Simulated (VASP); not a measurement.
The input files of a VASP run:

File KPOINTS:
```
Automatic mesh
0
Gamma
20 20 20
0 0 0
```

### POSCAR
```
Ni
2.4449120
  0.0000000000   0.7071068675   0.7071068675
  0.7071068675   0.0000000000   0.7071068675
  0.7071068675   0.7071068675   0.0000000000
Ni
1
Cart
  0.0000000000   0.0000000000   0.0000000000
```

**INCAR**
```
# general
SYSTEM  = Ni
PREC    = Accurate
ENCUT   = 400   # plane-wave cut-off (eV)
LREAL   = .FALSE.   # projection in real space or not
LASPH   = .TRUE.   # aspherical one-centre terms

# electronic loop
EDIFF   = 1E-7
NELM    = 100   # most electronic steps
ALGO    = Normal
LMAXMIX = 4   # l cut-off of mixed one-centre charges

# smearing
ISMEAR  = -5   # tetrahedra, Bloechl

# functional
GGA     = PS

# spin
ISPIN   = 2   # spin-polarised
MAGMOM  = 0.6

# ions
ISIF    = 2   # forces and stress, cell fixed

# output
LWAVE   = .FALSE.
LCHARG  = .TRUE.
LORBIT  = 11
NEDOS   = 601   # DOS grid
```

POTCAR, in this order: Ni (PBE.64 set). Program: vasp_std.

Translate this PBEsol calculation to Ansatz.

One equivalent input (not run):
Ansatz 0.2 input:
```yaml
crystal:
  lattice:
    - [0.0000000, 1.7288141, 1.7288141]
    - [1.7288141, 0.0000000, 1.7288141]
    - [1.7288141, 1.7288141, 0.0000000]
  atoms:
    - { symbol: Ni, position: [0.0000000, 0.0000000, 0.0000000], spin: 0.6 }
kpoints:
  mp_grid: { grid: [20, 20, 20] }
hamiltonian:
  xc: pbesol
  pseudopotentials: { kind: paw }
magnetization: { spin_polarized: true }
scf:
  occupations: { method: tetrahedron }
  max_iter: 100
output: { forces: true, stress: true, eigenvalues: true }
```
What does not carry over: each code has its own PAW files, so the cut-off isn't converted (ENCUT is set for VASP's; basis.ecutwfc is left out, and Ansatz then takes the one that its files recommend); Ansatz stops its SCF on the density residual and VASP on the energy change (EDIFF).

The compound is Ni in the fcc structure. It was relaxed first, which changed the volume by -5 %.
